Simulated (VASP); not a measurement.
Here is a VASP 6.6.1 calculation.

The input run.py:

```python
from ase.calculators.vasp import Vasp
from ase.dft.bandgap import bandgap
from ase.spacegroup import crystal

atoms = crystal(
    ['La', 'Ti', 'Mg', 'Mg', 'Mg', 'Mg'],
    basis=[[0.5, 0.5, 0.169913], [0.0, 0.5, 0.337511], [0.5, 0.5, 0.663951], [0.5, 0.761483, 0.916521], [0.0, 0.5, 0.834474], [0.0, 0.758238, 0.080555]],
    spacegroup=38,
    setting=1,
    cellpar=[5.168986, 6.628881, 11.444984, 90.0, 90.0, 90.0],
    primitive_cell=True,
)
calc = Vasp(
    directory='calc',
    xc='pbe',
    pp='PBE',
    setups={'base': 'minimal', 'Mg': '_GW', 'La': '_GW', 'Ti': '_sv_GW'},
    prec='Accurate',
    encut=550,
    ediff=1e-06,
    ismear=0,
    sigma=0.1,
    lreal=False,
    lasph=True,
    nelm=80,
    algo='Normal',
    isif=2,
    lwave=False,
    lcharg=True,
    lelf=True,
    lvhar=True,
    kpts=[5, 5, 5],
    gamma=True,
)
atoms.calc = calc

print('energy (eV):', atoms.get_potential_energy())
print('free energy (eV):', atoms.get_potential_energy(force_consistent=True))
print('forces (eV/A):')
print(atoms.get_forces())
print('stress (eV/A^3, Voigt):', atoms.get_stress())
print('Fermi level (eV):', calc.get_fermi_level())
gap, top, bottom = bandgap(calc)
print('band gap (eV):', gap, 'from (spin, k, band)', top, 'to', bottom)
```

Potentials or basis: VASP PAW PBE potentials, release 64 (Mg_GW, La_GW, Ti_sv_GW).

Command:

```console
$ python run.py
```

Estimate the largest force.

0.224 eV/Å.

Estimate the pressure.

-0.6 GPa.

Estimate the band gap on the k mesh.

none (metal or under the smearing width).

Stress tensor (GPa, compression positive):
```
-0.61  0.00  0.00
 0.00 -0.53  0.00
 0.00  0.00 -0.72
```

Spin-orbit coupling is left out, which matters for the levels of La.
